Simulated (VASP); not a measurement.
The input files of a VASP run:

**KPOINTS**
```
Automatic mesh
0
Gamma
12 12 12
0 0 0
```

INCAR:
```
EDIFF=1E-6   # SCF stop (eV)
PARAM1=0.1833333333
AGGAC=0.0
SYSTEM=Sn
ISIF=2   # forces and stress, cell fixed
LUSE_VDW=T
LMAXMIX=4
LREAL=F   # projection in real space or not
ISMEAR=1
LWAVE=F
LASPH=T   # aspherical one-centre terms
NELM=100   # most electronic steps
LCHARG=F
GGA=BO
ALGO=Normal
PARAM2=0.22
ENCUT=400   # plane-wave cut-off (eV)
SIGMA=0.1   # width (eV)
PREC=Accurate
```

### POSCAR
```
Sn
1
   -2.9993000000     2.8296000000     1.5522980000
    2.9993000000    -2.8296000000     1.5522980000
    2.9993000000     2.8296000000    -1.5522980000
Sn
2
Direct
  0.2500000000   0.7500000000   0.5000000000
 -0.0000000000   0.0092900000   0.0092900000
```

POTCAR, in this order: Sn_d (PBE.64 set). Program: vasp_std.

Write an equivalent input for Quantum ESPRESSO's pw.x.

One equivalent input (not run):
```
&CONTROL
  calculation = 'scf'
  pseudo_dir = './pseudo'
  outdir = './out'
  tprnfor = .true.
  tstress = .true.
/
&SYSTEM
  ibrav = 0
  nat = 2
  ntyp = 1
  ecutwfc = 72
  occupations = 'smearing'
  smearing = 'methfessel-paxton'
  degauss = 0.00735
  input_dft = 'vdw-df-obk8'
/
&ELECTRONS
  conv_thr = 7.3e-08
  electron_maxstep = 100
/
ATOMIC_SPECIES
  Sn 118.710 Sn.upf
CELL_PARAMETERS angstrom
    -2.9993000    2.8296000    1.5522980
     2.9993000   -2.8296000    1.5522980
     2.9993000    2.8296000   -1.5522980
ATOMIC_POSITIONS crystal
  Sn   0.2500000  0.7500000  0.5000000
  Sn  -0.0000000  0.0092900  0.0092900
K_POINTS automatic
  12 12 12 0 0 0
```
Limits of the translation: the potentials are each code's own (VASP's PAW set, PseudoDojo norm-conserving files in pw.x), so ENCUT and ecutwfc are chosen apart and not converted; conv_thr bounds pw.x's estimated SCF error, while EDIFF bounds the energy change between steps.

The compound is Sn in the beta structure. The cell was not relaxed at this level. The run is one of a series of settings (AGGAC = 0.0, GGA = BO, LUSE_VDW = .TRUE., PARAM1 = 0.1833333333, PARAM2 = 0.22 against the base run), some of them coarse on purpose.
